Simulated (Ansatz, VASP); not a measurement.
## B3P4Ir: VASP beside Ansatz

```
B P Ir
1.0
     4.77871    0.00000    0.00000
     0.00000    4.77871    0.00000
     0.00000    0.00000    4.77871
B P Ir
3 4 1
Cartesian
  0.0000 2.3894 2.3894
  2.3894 2.3894 0.0000
  2.3894 0.0000 2.3894
  1.2075 3.5712 3.5712
  3.5712 3.5712 1.2075
  3.5712 1.2075 3.5712
  1.2075 1.2075 1.2075
  0.0000 0.0000 0.0000
```

Change from the starting cell: species swapped into the Cu3AsS4 type (P-43m, No. 215).

Alike in both runs: task relaxation of cell and atoms; functional PBE; k mesh 4 × 4 × 4; occupations gaussian, width 0.1 eV; no spin polarisation.

```csv
,VASP,Ansatz
version,VASP 6.6.1,Ansatz 0.2.0
potentials or method,"VASP PAW PBE potentials, release 64 (B, P, Ir)","scalar-relativistic, plane waves, PAW"
plane-wave cutoff (eV),600,420
valence electrons in the cell,38,46
```

Ansatz gave:

* gap on the k mesh at the Fermi level, each at its own relaxed structure (eV): none
* relaxed volume (Å³/atom): 13.45
* relaxed cell length with the largest relative difference (Å): 4.756
* energy change over the relaxation (meV/atom): -131

Task: Which values does VASP return?

Result: gap on the k mesh at the Fermi level, each at its own relaxed structure (eV): none; relaxed volume (Å³/atom): 13.46; relaxed cell length with the largest relative difference (Å): 4.757; energy change over the relaxation (meV/atom): -136.

A gap of «none» marks a metal or a gap that the smearing closes. The two sets of potentials don't hold the same shells in valence.

The runs have no spin-orbit coupling, so splittings on Ir are missing.
